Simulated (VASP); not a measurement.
Here is the system:

```
CdS
1.0
    0.00000     2.91000     2.91000
    2.91000     0.00000     2.91000
    2.91000     2.91000     0.00000
Cd S
1 1
Direct
  0.00000   0.00000   0.00000
  0.25000   0.25000   0.25000
```

These are PBE GGA, VASP's PBE PAW potentials (set 64) (plane waves; VASP) values and carry that method's errors. Numerical set-up: 400 eV cut-off, 7×7×7 Γ-centred mesh, Gaussian smearing of 0.050 eV, potentials Cd S.

Q: Give the stress tensor in GPa (positive for a compressed cell).

A: 
```
3.25  0.00  0.00
0.00  3.25  0.00
0.00  0.00  3.25
```
The pressure is its mean diagonal, 3.25 GPa.

The compound is CdS in the zinc blende structure, a metastable form; wurtzite is the usual one. The cell was not relaxed at this level.
